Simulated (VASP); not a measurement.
Input:

```yaml
crystal:
  lattice:
    - [2.92586, 0.00000, 0.00000]
    - [0.00000, 2.92586, 0.00000]
    - [0.00000, 0.00000, 2.92586]
  atoms:
    - { symbol: Cd, position: [0.00000, 0.00000, 0.00000] }
```

All values below come from r2SCAN meta-GGA with spin-orbit coupling, VASP's PBE PAW potentials (set 64) (plane waves; VASP). Run with 400 eV cut-off, 11×11×11 Γ-centred mesh, Gaussian smearing of 0.050 eV, potentials Cd.

Question: Give the energies of bands 11 to 16 at the high-symmetry points, in eV from the Fermi level.

Answer: 
```csv
band,Γ,X,M,R
11,-8.23,-2.87,0.93,4.30
12,-8.23,-2.87,0.93,4.30
13,10.13,-2.45,1.26,4.97
14,10.13,-2.45,1.26,4.97
15,10.70,14.44,2.12,4.97
16,10.70,14.44,2.12,4.97
```

It has no gap at this level: it comes out as a metal or semimetal.

The structure was generated: Cd was put into the simple-cubic type (Pm-3m), which need not be its known phase. It was relaxed first.
